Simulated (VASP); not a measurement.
Consider the following.

```yaml
crystal:
  lattice:
    - [0.00000, 3.00531, 3.00531]
    - [3.00531, 0.00000, 3.00531]
    - [3.00531, 3.00531, 0.00000]
  atoms:
    - { symbol: Sr, position: [0.00000, 0.00000, 0.00000] }
```

Method: revTPSS meta-GGA, VASP's PBE PAW potentials (set 64) (plane waves; VASP). Numerical set-up: 520 eV cut-off, 11×11×11 Γ-centred mesh, first-order Methfessel-Paxton smearing of 0.10 eV, potentials Sr_sv.

**Question.** Predict the energy per atom (σ→0), band gap (on the k-mesh) with the smallest direct gap where there is one.

**Answer.** 
band gap (on the k-mesh): none (metal, semimetal or under 0.01 eV)
energy per atom (σ→0): 7.967 eV/atom

Total energies compare only between runs with the same potentials, cut-off and functional.

The compound is Sr in the fcc structure. It was relaxed first.
